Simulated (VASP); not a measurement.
Level of theory: LDA (Ceperley-Alder, Perdew-Zunger), VASP's LDA PAW potentials (set 64) (plane waves; VASP).

The input files of a VASP run:

**INCAR**
```
! general
SYSTEM  = GaAs
PREC    = Accurate
ENCUT   = 520   ! plane-wave cut-off (eV)
LREAL   = .False.
LASPH   = .True.

! electronic loop
EDIFF   = 1E-6
NELM    = 100
ALGO    = Normal   ! blocked Davidson
LMAXMIX = 4   ! l cut-off of mixed one-centre charges

! smearing
ISMEAR  = 0   ! Gaussian
SIGMA   = 0.05

! ions
IBRION  = 2   ! conjugate gradients
NSW     = 60   ! most ionic steps
ISIF    = 3
EDIFFG  = -0.01

! output
LWAVE   = .False.
LCHARG  = .False.
```

File POSCAR:
```
GaAs
1
    0.0000000000     2.8051874881     2.8051874881
    2.8051874881     0.0000000000     2.8051874881
    2.8051874881     2.8051874881     0.0000000000
Ga As
1 1
Direct
  0.0000000000   0.0000000000   0.0000000000
  0.2500000000   0.2500000000   0.2500000000
```

### KPOINTS
```
Automatic
0
G
 7 7 7
0 0 0
```

POTCAR, in this order: Ga_d As (LDA.64 set). Program: vasp_std.

Task: Estimate the energy per atom (σ→0), band gap (on the k-mesh).

Result: 
The energy per atom (σ→0) comes out as -464.6 kJ/mol of atoms and the band gap (on the k-mesh) is 0.50 eV.

### OSZICAR
```
...
DAV:   6    -0.967738605754E+01    0.18990E+00   -0.27140E-01   784   0.103E+01    0.181E+00
DAV:   7    -0.963378646371E+01    0.43600E-01   -0.78162E-02   674   0.230E+00    0.523E-01
DAV:   8    -0.963062965097E+01    0.31568E-02   -0.98434E-03   595   0.131E+00    0.107E-01
DAV:   9    -0.963059720009E+01    0.32451E-04   -0.78817E-04   640   0.354E-01    0.436E-02
DAV:  10    -0.963060049746E+01   -0.32974E-05   -0.42447E-05   723   0.871E-02    0.231E-02
DAV:  11    -0.963060542475E+01   -0.49273E-05   -0.73863E-06   580   0.453E-02    0.203E-03
DAV:  12    -0.963060529293E+01    0.13182E-06   -0.47079E-07   345   0.117E-02
   1 F= -.96306053E+01 E0= -.96306053E+01  d E =-.963061E+01
```

The compound is GaAs in the zinc blende structure. It was relaxed first. The start is the result of an earlier pass.
